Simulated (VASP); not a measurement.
Data:

```
CsBr
1.0
    4.34142     0.00000     0.00000
    0.00000     4.34142     0.00000
    0.00000     0.00000     4.34142
Cs Br
1 1
Direct
  0.00000   0.00000   0.00000
  0.50000   0.50000   0.50000
```

Computed with AM05 GGA, VASP's PBE PAW potentials (set 64) (plane waves; VASP 6.6.1). Settings: 520 eV cut-off, Gaussian smearing of 0.050 eV, potentials Cs_sv Br.

Unless said otherwise, spin-orbit coupling is left out, though it shifts the bands of the heavy elements here.

Q: Estimate the band gap (along the path) with the smallest direct gap where there is one.

A: 
| Property | Result |
|---|---|
| band gap (along the path) | 4.35 eV |
| smallest direct gap (along the path) | 4.37 eV |

Only differences to runs with the same potentials and settings are physical.

The compound is CsBr in the CsCl type structure. It was relaxed first.
